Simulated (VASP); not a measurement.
Computed with PBE GGA, VASP's PBE PAW potentials (set 64) (plane waves; VASP).

The input files of a VASP run:

KPOINTS:
```
K-points
0
G
 6 6 6
0 0 0
```

File POSCAR:
```
CuGaSe2
1
   -2.6015382355     2.6015382355     5.1490642009
    2.6015382355    -2.6015382355     5.1490642009
    2.6015382355     2.6015382355    -5.1490642009
Ga Cu Se
2 2 4
Direct
  0.5000000000   0.5000000000   0.0000000000
  0.2500000000   0.7500000000   0.5000000000
  0.0000000000   0.0000000000   0.0000000000
  0.7500000000   0.2500000000   0.5000000000
  0.8750000000   0.8841433396   0.5091433396
  0.1158566604   0.6250000000   0.9908566604
  0.3750000000   0.3658566604   0.4908566604
  0.6341433396   0.1250000000   0.0091433396
```

**INCAR**
```
! general
SYSTEM  = CuGaSe2
PREC    = Accurate
ENCUT   = 500
LREAL   = F
LASPH   = T

! electronic loop
EDIFF   = 1E-6
NELM    = 100
ALGO    = Normal
LMAXMIX = 4

! smearing
ISMEAR  = 0
SIGMA   = 0.05

! functional
GGA     = PE

! ions
IBRION  = 2
NSW     = 40
ISIF    = 3
EDIFFG  = -0.02
PSTRESS = 450

! output
LWAVE   = F
LCHARG  = F
```

POTCAR, in this order: Ga_d Cu Se (PBE.64 set). Program: vasp_std.

**Question.** What will the output report for the number of irreducible k-points (NKPTS), largest plane-wave count, number of space-group operations, FFT grid (NGX, NGY, NGZ)?

**Answer.** 
```json
{
  "number of irreducible k-points (NKPTS)": "30",
  "largest_plane_wave_count": "3564",
  "number_of_space_group_operations": "8",
  "FFT grid (NGX, NGY, NGZ)": "48 × 48 × 48"
}
```

The compound is CuGaSe2 in the chalcopyrite structure. This run relaxes it under an external pressure of 45 GPa. Symmetry was kept, so distortions that lower it aren't found.
